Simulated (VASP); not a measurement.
Method: PBEsol GGA, VASP's PBE PAW potentials (set 64) (plane waves; VASP).

Input for VASP

POSCAR:
```
GaN
1
    0.0000000000     2.2476657336     2.2364274050
    2.2476657336     0.0000000000     2.2364274050
    2.2476657336     2.2476657336     0.0000000000
Ga N
1 1
Direct
  0.0000000000   0.0000000000   0.0000000000
  0.2500000000   0.2500000000   0.2500000000
```

File KPOINTS:
```
Automatic mesh
0
Gamma
10 10 10
0 0 0
```

**INCAR**
```
! general
SYSTEM   =  GaN
PREC     =  Accurate
ENCUT    =  600   ! plane-wave cut-off (eV)
LREAL    =  .False.   ! projection in real space or not
LASPH    =  .True.   ! aspherical one-centre terms

! electronic loop
EDIFF    =  1E-7
NELM     =  100   ! most electronic steps
ALGO     =  Normal   ! blocked Davidson
LMAXMIX  =  4

! smearing
ISMEAR   =  0
SIGMA    =  0.05

! functional
GGA      =  PS   ! PBEsol

! ions
ISIF     =  2

! output
LWAVE    =  .False.
LCHARG   =  .False.
```

POTCAR, in this order: Ga_d N (PBE.64 set). Program: vasp_std.

Task: What will the output report for the number of irreducible k-points (NKPTS), number of bands (NBANDS), largest plane-wave count, number of space-group operations, FFT grid (NGX, NGY, NGZ)?

Result: 
- number of irreducible k-points (NKPTS): 102
- number of bands (NBANDS): 13
- largest plane-wave count: 764
- number of space-group operations: 8
- FFT grid (NGX, NGY, NGZ): 28 × 28 × 28

The compound is GaN in the zinc blende structure, a metastable form; wurtzite is the usual one. This cell was strained or had an atom moved on purpose.
